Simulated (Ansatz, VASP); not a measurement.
# Ga2O3 (amorphous Ga2O3) in two plane-wave programs, part 3 of 3

One calculation is typed for both programs; each brings its own data sets. How far apart do they land? Of the first pair: The cell is taken from a series of runs on this material, whose earlier steps may have relaxed, scaled, displaced or heated it; both programs get it as it stands.

VASP 6.6.1 and Ansatz 0.2.0.

So far. Step 5 (VASP: single point, RPBE, pair 2): The run ends at a pressure of 15.03 GPa, with forces up to 0.076 eV/Å.

**9. VASP: single point, RPBE, start cell, pair 3**

Level of this step: RPBE; plane waves and PAW (Ga_d, O) (VASP).

The same cell, functional and mesh now go to VASP, with its own data sets.

Input file INCAR:

```
SYSTEM = Ga2O3
PREC = Accurate
ENCUT = 520
EDIFF = 1E-06
NELM = 120
ISMEAR = 0
SIGMA = 0.01
LREAL = Auto
ALGO = Normal
GGA = RP
NBANDS = 512
LORBIT = 11
LWAVE = .FALSE.
LCHARG = .FALSE.
ISIF = 2
LASPH = .TRUE.
GGA_COMPAT = .FALSE.
EFERMI = MIDGAP
NCORE = 2
```

Input file POSCAR:

```
Ga2O3
1.0
   10.0557800000      0.0000000000      0.0000000000
    0.0000000000     10.0557800000      0.0000000000
    0.0000000000      0.0000000000     10.0557800000
Ga O
40 60
Direct
    0.6139553570      0.1032838825      0.0653852809
    0.8045323187      0.8640602718      0.6327803512
    0.9269096977      0.3373383268      0.6486915983
    0.5072008337      0.4896189057      0.0222956349
    0.7216744996      0.5508075952      0.7700944134
    0.9792278670      0.1158139896      0.9067819702
    0.4596460941      0.3118007753      0.8036572001
    0.3050683289      0.7379536943      0.4252181333
    0.9850851948      0.5141222262      0.0039778118
    0.1709762942      0.8347835772      0.1277374803
    0.5226645770      0.9258754666      0.6113996130
    0.6992098077      0.1075699747      0.7641575293
    0.7680756739      0.3282589715      0.9476539861
    0.7881536788      0.3619212035      0.2675973420
    0.8161674181      0.1017922031      0.4113057366
    0.0364964230      0.0632969297      0.6366189396
    0.0217387413      0.5514937678      0.3171509321
    0.5766235936      0.6533555826      0.4232590610
    0.3548506431      0.1416598215      0.5892730350
    0.3121886119      0.0609699098      0.8948485349
    0.9565543399      0.8184447154      0.8864255185
    0.2322246509      0.6059500108      0.9417469356
    0.1027369334      0.2606162824      0.1339826448
    0.7534273821      0.6638371166      0.1705387349
    0.0242447627      0.8173209836      0.4078052622
    0.2906388167      0.4406321538      0.5083046765
    0.8922231791      0.9235484468      0.1642637369
    0.2233541307      0.8494318690      0.7055146393
    0.4191718594      0.6207176370      0.6996871451
    0.0659023964      0.5908840488      0.6603664758
[... 64 atom lines left out ...]
    0.9038582785      0.5122725438      0.1784148022
    0.6524705194      0.4972463598      0.5740976831
    0.7709993655      0.2840157601      0.7414840022
    0.4228215017      0.4389714174      0.6479755921
    0.5742369065      0.9162690512      0.0277253480
    0.4184160751      0.4008440917      0.1631598941
```

Input file KPOINTS:

```
Automatic mesh
0
Gamma
1 1 1
0 0 0
```

PAW data sets: Ga_d and O (PBE family, release 64).

The run is started by

```bash
$ mpirun -np 8 vasp_gam
```

Numbers of over 12 decimals in the logs are rounded to 6 here.

The program printed:

```text
[... set-up lines as in an earlier step ...]
 entering main loop
       N       E                     dE             d eps       ncg     rms          rms(c)
DAV:   1     0.261670130591E+05    0.26167E+05   -0.30064E+05  1040   0.372E+03
DAV:   2     0.626822264653E+04   -0.19899E+05   -0.18923E+05  1024   0.107E+03
DAV:   3     0.369558363721E+03   -0.58987E+04   -0.55144E+04  1288   0.395E+02
DAV:   4    -0.533030551421E+03   -0.90259E+03   -0.87498E+03  1176   0.159E+02
[...]
DAV:  20    -0.534037394899E+03   -0.27705E-05   -0.39554E-05  1680   0.254E-02    0.410E-03
DAV:  21    -0.534037397538E+03   -0.26390E-05   -0.33254E-05  1056   0.209E-02    0.350E-03
DAV:  22    -0.534037397440E+03    0.98022E-07   -0.15263E-06   656   0.120E-02
   1 F= -.53403740E+03 E0= -.53403740E+03  d E =0.000000E+00
```

OUTCAR, selected parts (step 9):

```text
  Total       77.7146107     58.1863517     57.7126618     -5.4543594      8.9394429    -16.9342998
  in kB      122.4520242     91.6820721     90.9356965     -8.5942313     14.0855480    -26.6827469
  external PRESSURE =     101.6899309 kB  Pullay stress =       0.0000000 kB

 POSITION                                       TOTAL-FORCE (eV/Angst)
 -----------------------------------------------------------------------------------
      6.17380      1.03860      0.65750        -0.179890      0.675790     -0.566937
      8.09020      8.68880      6.36310        -0.275194     -0.037790     -0.369578
      9.32080      3.39220      6.52310        -0.499348     -0.440135      0.296029
      5.10030      4.92350      0.22420        -0.233262     -0.471713     -0.062400
      7.25700      5.53880      7.74390        -0.203808      0.167201     -0.023773
      9.84690      1.16460      9.11840        -0.324872      0.637469      0.549487
[...]
0.76270      9.47440      2.68940         0.229351     -0.078261     -0.419411
      1.92860      1.97330      9.85930        -0.104063     -0.078861     -0.740782
      0.02620      9.75700      0.18920        -0.052569     -0.233502     -0.480557
      9.64420      2.23880      2.68030         0.625570      0.139528      0.148182
      6.99720      5.46630      3.22880         0.043196      0.569349     -0.290253
      9.60660      3.02360      0.02880         0.200908     -0.426282     -0.022383
      3.74500      9.79970      7.15880        -0.341443      0.341437      0.216733
[...]
-----------------------------------------------------------------------------------
    total drift:                               -0.028011     -0.001947      0.000680

  FREE ENERGIE OF THE ION-ELECTRON SYSTEM (eV)
  ---------------------------------------------------
  free  energy   TOTEN  =      -534.0373974400 eV

  energy  without entropy=     -534.0373974400  energy(sigma->0) =     -534.03739744

[... 2 parts as in an earlier step ...]

[... 1 further part left out ...]
[key lines of the parts left out:]
E-fermi :   5.5476
```

The run ends at a pressure of 10.17 GPa, with forces up to 1.3 eV/Å.

**10. Differences**

Forces on 9 of the 100 atoms, those with the largest forces and the largest differences (eV/Å; atoms numbered as in POSCAR):

```
atom          Ansatz x, y, z            VASP x, y, z
 Ga9    0.393, -0.606, 0.639    0.331, -0.590, 0.624
Ga24    0.794, -0.267, 1.028    0.763, -0.260, 1.016
Ga25  -0.015, -0.196, -0.531  -0.054, -0.193, -0.482
Ga27   -0.310, -1.066, 0.534   -0.331, -1.018, 0.533
Ga29   -0.826, 0.003, -0.381   -0.784, 0.003, -0.324
 O54     1.089, 0.067, 0.424     1.042, 0.060, 0.402
 O75   -0.700, -0.756, 0.156   -0.691, -0.752, 0.151
 O82    -0.335, 0.755, 0.616    -0.318, 0.742, 0.578
 O88   -0.172, 0.955, -0.680   -0.165, 0.932, -0.664
```

The forces differ by 20 meV/Å r.m.s., which is 5.6 % of the r.m.s. force of 0.356 eV/Å (both taken over all components).

**11. Summary of results**

| Quantity | Value |
| --- | --- |
| r.m.s. force difference (single point, RPBE, pair 1) | 5.7 % of the r.m.s. force |
| r.m.s. force difference (single point, RPBE, pair 2) | 21 meV/Å |
| r.m.s. force difference (single point, RPBE, start cell, pair 3) | 5.6 % of the r.m.s. force |

**Reading.** The r.m.s. force difference is 5.7 % of the r.m.s. force (single point, RPBE, pair 1), beyond the 3 % picked in this series as the mark of a large difference. What causes the difference of the single point, RPBE, pair 1 pair stays open here. What causes the difference of the single point, RPBE, pair 2 pair stays open here. What causes the difference of the single point, RPBE, start cell, pair 3 pair stays open here. 1 further run of this series is not shown here. How closely two codes agree says nothing of how well the functional describes the real material.

[Lines on the potential files, build, host, timing and source positions are cut from VASP's logs without a mark.]

[Logs are printed without paths, hosts, clocks, repeated set-up lines and the standing remarks that a program may print on its own settings, such as how far it seeks lower states.]

[Hosts, paths, dates, database ids (printed as entryN), source tags and the programs' standing remarks are cut or masked in the printed files.]
